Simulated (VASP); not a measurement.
An input for Ansatz (written as the equivalent of a VASP run, and not itself run):

Ansatz 0.2 input:
```yaml
crystal:
  lattice:
    - [3.5378895, 0.0000000, 0.0000000]
    - [0.0000000, 3.5378895, 0.0000000]
    - [0.0000000, 0.0000000, 3.5378895]
  atoms:
    - { symbol: Fe, position: [0.0000000, 0.0000000, 0.0000000], spin: 3 }
    - { symbol: Ni, position: [0.0000000, 0.5000000, 0.5000000], spin: 0.7 }
    - { symbol: Ni, position: [0.5000000, 0.0000000, 0.5000000], spin: 0.7 }
    - { symbol: Ni, position: [0.5000000, 0.5000000, 0.0000000], spin: 0.7 }
kpoints:
  mp_grid: { grid: [8, 8, 8] }
hamiltonian:
  xc: pbe
  pseudopotentials: { kind: paw }
magnetization: { spin_polarized: true }
scf:
  occupations: { method: methfessel_paxton, width: 0.1 }
  max_iter: 100
relax:
  max_steps: 60
  f_tol: 0.02
  cell: {}
output: { forces: true, stress: true, eigenvalues: true }
```

Problem. Write the VASP files for the same calculation (PBE).

Solution. This is not unique; one that fits is 
File POSCAR:
```
Ni3Fe
1
    3.5378894752     0.0000000000    -0.0000000000
   -0.0000000000     3.5378894752     0.0000000000
    0.0000000000     0.0000000000     3.5378894752
Fe Ni
1 3
Direct
  0.0000000000   0.0000000000   0.0000000000
  0.0000000000   0.5000000000   0.5000000000
  0.5000000000   0.0000000000   0.5000000000
  0.5000000000   0.5000000000   0.0000000000
```

**INCAR**
```
SYSTEM = Ni3Fe
PREC = Accurate
ENCUT = 480
EDIFF = 1E-6
NELM = 100
ALGO = Normal
LREAL = .FALSE.
LASPH = .TRUE.
ISMEAR = 1
SIGMA = 0.1
GGA = PE
LMAXMIX = 4
ISPIN = 2
MAGMOM = 3.0 0.7 0.7 0.7
LORBIT = 10
LWAVE = .FALSE.
LCHARG = .FALSE.
IBRION = 2
ISIF = 3
NSW = 60
EDIFFG = -0.02
```

**KPOINTS**
```
K-points
0
G
8 8 8
0 0 0
```

POTCAR, in this order: Fe Ni (PBE.64 set). Program: vasp_std.

The two are equivalent in intent, not identical: each code has its own PAW files, so the cut-off isn't converted (ENCUT is set for VASP's; basis.ecutwfc is left out, and Ansatz then takes the one that its files recommend); Ansatz stops its SCF on the density residual and VASP on the energy change (EDIFF).

The compound is Ni3Fe in the L1_2 structure. This run relaxes it. Symmetry was kept, so distortions that lower it aren't found. The start is the result of an earlier pass.
